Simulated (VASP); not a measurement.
These are PW91 GGA, VASP's PBE PAW potentials (set 64) (plane waves; VASP) values and carry that method's errors.

VASP input:

### POSCAR
```
BP
1
    0.0000000000     2.2276769149     2.2276769149
    2.2276769149     0.0000000000     2.2276769149
    2.2276769149     2.2276769149     0.0000000000
B P
1 1
Direct
  0.0000000000   0.0000000000   0.0000000000
  0.2500000000   0.2500000000   0.2500000000
```

### KPOINTS
```
Automatic mesh
0
Gamma
10 10 10
0 0 0
```

**INCAR**
```
SYSTEM  =  BP
PREC  =  Accurate; ENCUT  =  520; LREAL  =  .False.
LASPH  =  .True.
EDIFF  =  1E-7; NELM  =  100; ALGO  =  Normal
ISMEAR  =  0; SIGMA  =  0.05
GGA  =  91
ISIF  =  2
LWAVE  =  .False.; LCHARG  =  .False.
```

POTCAR, in this order: B P (PBE.64 set). Program: vasp_std.

What VASP printed:

### OUTCAR
```
 ion  position               nearest neighbor table
   1  0.000  0.000  0.000-   2 1.93   2 1.93   2 1.93   2 1.93
   2  0.250  0.250  0.250-   1 1.93   1 1.93   1 1.93   1 1.93
  LATTYP: Found a face centered cubic cell.
 ALAT       =     4.4553538298
 Subroutine PRICEL returns:
 Original cell was already a primitive cell.
 Subroutine GETGRP returns: Found 24 space group operations
The static configuration has the point symmetry T_d .
The dynamic configuration has the point symmetry T_d .
 Subroutine INISYM returns: Found 24 space group operations
 Subroutine IBZKPT returns following result:
 Found     47 irreducible k-points:

 Following reciprocal coordinates:
            Coordinates               Weight
  0.000000  0.000000  0.000000      1.000000
  0.100000  0.000000  0.000000      8.000000
  0.200000  0.000000  0.000000      8.000000
  0.300000  0.000000  0.000000      8.000000
  0.400000  0.000000  0.000000      8.000000
  0.500000  0.000000  0.000000      4.000000
  0.100000  0.100000  0.000000      6.000000
  0.200000  0.100000  0.000000     24.000000
  0.300000  0.100000  0.000000     24.000000
  0.400000  0.100000  0.000000     24.000000
  0.500000  0.100000  0.000000     24.000000
 -0.400000  0.100000  0.000000     24.000000
 -0.300000  0.100000  0.000000     24.000000
 -0.200000  0.100000  0.000000     24.000000
 -0.100000  0.100000  0.000000     12.000000
  0.200000  0.200000  0.000000      6.000000
  0.300000  0.200000  0.000000     24.000000
  0.400000  0.200000  0.000000     24.000000
  0.500000  0.200000  0.000000     24.000000
 -0.400000  0.200000  0.000000     24.000000
 -0.300000  0.200000  0.000000     24.000000
 -0.200000  0.200000  0.000000     12.000000
  0.300000  0.300000  0.000000      6.000000
  0.400000  0.300000  0.000000     24.000000
  0.500000  0.300000  0.000000     24.000000
 -0.400000  0.300000  0.000000     24.000000
 -0.300000  0.300000  0.000000     12.000000
  0.400000  0.400000  0.000000      6.000000
  0.500000  0.400000  0.000000     24.000000
 -0.400000  0.400000  0.000000     12.000000
  0.500000  0.500000  0.000000      3.000000
  0.300000  0.200000  0.100000     24.000000
  0.400000  0.200000  0.100000     48.000000
  0.500000  0.200000  0.100000     48.000000
 -0.400000  0.200000  0.100000     24.000000
  0.400000  0.300000  0.100000     24.000000
  0.500000  0.300000  0.100000     48.000000
 -0.400000  0.300000  0.100000     48.000000
 -0.300000  0.300000  0.100000     48.000000
 -0.200000  0.300000  0.100000     24.000000
   k-points           NKPTS =     47   k-points in BZ     NKDIM =     47   number of bands    NBANDS=      8
   number of dos      NEDOS =    301   number of ions     NIONS =      2
   total plane-waves  NPLWV =  13824
   dimension x,y,z NGX =    24 NGY =   24 NGZ =   24
   dimension x,y,z NGXF=    48 NGYF=   48 NGZF=   48
   ions per type =               1   1
   PREC   = accura    normal or accurate (medium, high low for compatibility)
   ISTART =      0    job   : 0-new  1-cont  2-samecut
   ICHARG =      2    charge: 1-file 2-atom 10-const
   ISPIN  =      1    spin polarized calculation?
   LNONCOLLINEAR =      F non collinear calculations
   LSORBIT =      F    spin-orbit coupling
   INIWAV =      1    electr: 0-lowe 1-rand  2-diag
   ENCUT  =  520.0 eV  38.22 Ry    6.18 a.u.   5.86  5.86  5.86*2*pi/ulx,y,z
   NELM   =    100;   NELMIN=  2; NELMDL= -5     # of ELM steps
   EDIFF  = 0.1E-06   stopping-criterion for ELM
   LREAL  =      F    real-space projection
   NLSPLINE    = F    spline interpolate recip. space projectors
   LMAXMIX     =    2 max onsite mixed and CHGCAR
...
```

**OSZICAR**
```
       N       E                     dE             d eps       ncg     rms          rms(c)
DAV:   1     0.118757384601E+02    0.11876E+02   -0.42072E+03   760   0.913E+02
DAV:   2    -0.134394201877E+02   -0.25315E+02   -0.24331E+02  1144   0.116E+02
DAV:   3    -0.137131882295E+02   -0.27377E+00   -0.27377E+00   872   0.161E+01
DAV:   4    -0.137138673410E+02   -0.67911E-03   -0.67911E-03  1256   0.824E-01
DAV:   5    -0.137138675059E+02   -0.16495E-06   -0.16495E-06   896   0.117E-02    0.750E+00
DAV:   6    -0.130043043461E+02    0.70956E+00   -0.18059E+00   848   0.758E+00    0.406E+00
DAV:   7    -0.128912858773E+02    0.11302E+00   -0.33123E-01  1144   0.350E+00    0.134E+00
DAV:   8    -0.128821783000E+02    0.91076E-02   -0.31909E-02   816   0.123E+00    0.247E-01
DAV:   9    -0.128823906921E+02   -0.21239E-03   -0.39183E-04  1096   0.195E-01    0.167E-01
DAV:  10    -0.128825293840E+02   -0.13869E-03   -0.23092E-04   824   0.119E-01    0.259E-02
DAV:  11    -0.128825387979E+02   -0.94139E-05   -0.10403E-05  1064   0.291E-02    0.402E-02
DAV:  12    -0.128825392050E+02   -0.40707E-06   -0.33963E-06   880   0.112E-02    0.109E-02
DAV:  13    -0.128825391676E+02    0.37331E-07   -0.77346E-08   552   0.244E-03
   1 F= -.12882539E+02 E0= -.12882539E+02  d E =-.576749E-15
```

OUTCAR:
```
------------------------ aborting loop because EDIFF is reached ----------------------------------------
  FORCE on cell =-STRESS in cart. coord.  units (eV):
  Direction    XX          YY          ZZ          XY          YZ          ZX
  --------------------------------------------------------------------------------------
  Total        1.5513793      1.5513793      1.5513793     -0.0000000     -0.0000000      0.0000000
  in kB      112.4195821    112.4195821    112.4195821     -0.0000000     -0.0000000      0.0000000
  external PRESSURE =     112.4195821 kB  Pullay stress =       0.0000000 kB
  volume of cell :       22.11
      direct lattice vectors                 reciprocal lattice vectors
     0.000000000  2.227676915  2.227676915    -0.224449065  0.224449065  0.224449065
     2.227676915  0.000000000  2.227676915     0.224449065 -0.224449065  0.224449065
     2.227676915  2.227676915  0.000000000     0.224449065  0.224449065 -0.224449065
  FREE ENERGIE OF THE ION-ELECTRON SYSTEM (eV)
  ---------------------------------------------------
  free  energy   TOTEN  =       -12.8825391676 eV

  energy  without entropy=      -12.8825391676  energy(sigma->0) =      -12.88253917
```
(Selected blocks of OUTCAR.)

**OUTCAR**
```
 val. band max:        8.0461106178   @ k =   0.0000   0.0000   0.0000

 cond. band min:       9.2473750739   @ k =   0.4000   0.4000   0.0000


 Fermi energy:         8.2996449108

 k-point     1 :       0.0000    0.0000    0.0000
  band No.  band energies     occupation
      1      -7.8815      2.00000
      2       8.0461      2.00000
      3       8.0461      2.00000
      4       8.0461      2.00000
      5      11.5670      0.00000
      6      11.5670      0.00000
      7      11.5670      0.00000
      8      16.2865      0.00000

 k-point     2 :       0.1000    0.0000    0.0000
  band No.  band energies     occupation
      1      -7.6933      2.00000
      2       6.7128      2.00000
      3       7.7400      2.00000
      4       7.7400      2.00000
      5      11.9927      0.00000
      6      11.9927      0.00000
      7      12.0509      0.00000
      8      16.7453      0.00000

 k-point     3 :       0.2000    0.0000    0.0000
  band No.  band energies     occupation
      1      -7.1349      2.00000
      2       4.2962      2.00000
      3       7.1610      2.00000
      4       7.1610      2.00000
      5      12.3420      0.00000
      6      12.7319      0.00000
      7      12.7319      0.00000
      8      17.7430      0.00000

 k-point     4 :       0.3000    0.0000    0.0000
  band No.  band energies     occupation
      1      -6.2346      2.00000
      2       1.8456      2.00000
      3       6.6563      2.00000
      4       6.6563      2.00000
      5      12.3088      0.00000
      6      13.0354      0.00000
      7      13.0354      0.00000
      8      18.4176      0.00000

 k-point     5 :       0.4000    0.0000    0.0000
  band No.  band energies     occupation
      1      -5.1001      2.00000
      2      -0.2742      2.00000
      3       6.3373      2.00000
      4       6.3373      2.00000
      5      12.2233      0.00000
      6      12.9258      0.00000
      7      12.9258      0.00000
...
```

The compound is BP in the zinc blende structure. This cell is one point of a volume scan, at 0.94 of the reference volume.
